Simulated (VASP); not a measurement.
Here is the system:

```yaml
crystal:
  lattice:
    - [1.80045, -3.11848, 0.00000]
    - [1.80045, 3.11848, 0.00000]
    - [0.00000, 0.00000, 5.54419]
  atoms:
    - { symbol: Y, position: [0.33333, 0.66667, 0.25000] }
    - { symbol: Y, position: [0.66667, 0.33333, 0.75000] }
```

All values below come from PBEsol GGA, VASP's PBE PAW potentials (set 64) (plane waves; VASP). Run with 400 eV cut-off, Gaussian smearing of 0.050 eV, potentials Y_sv.

Task: Predict the band gap (along the path) with the smallest direct gap where there is one.

Result: 
```yaml
band gap (along the path): none (metal, semimetal or under 0.01 eV)
```

The compound is Y in the hcp structure. It was relaxed first, which changed the volume by -6 %.
